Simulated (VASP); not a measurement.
Data:

```yaml
crystal:
  lattice:
    - [2.88000, 0.00000, 0.00000]
    - [0.00000, 2.88000, 0.00000]
    - [0.00000, 0.00000, 2.88000]
  atoms:
    - { symbol: Cr, position: [0.00000, 0.00000, 0.00000], spin: 1.5 }
    - { symbol: Cr, position: [0.50000, 0.50000, 0.50000], spin: -1.5 }
```

The numbers are results of r2SCAN meta-GGA, VASP's PBE PAW potentials (set 64) (plane waves; VASP), not measurements. Numerical set-up: 400 eV cut-off, 11×11×11 Γ-centred mesh, first-order Methfessel-Paxton smearing of 0.10 eV, potentials Cr_pv.

Question: Give the stress tensor in GPa (positive for a compressed cell).

Answer: 
```
10.14   0.00   0.00
 0.00  10.14   0.00
 0.00   0.00  10.14
```
The pressure is its mean diagonal, 10.14 GPa.

The compound is Cr in the bcc, AFM order structure. The cell was not relaxed at this level. The run is one of a series of settings (GGA removed, LMIXTAU = .TRUE., METAGGA = R2SCAN against the base run), some of them coarse on purpose.
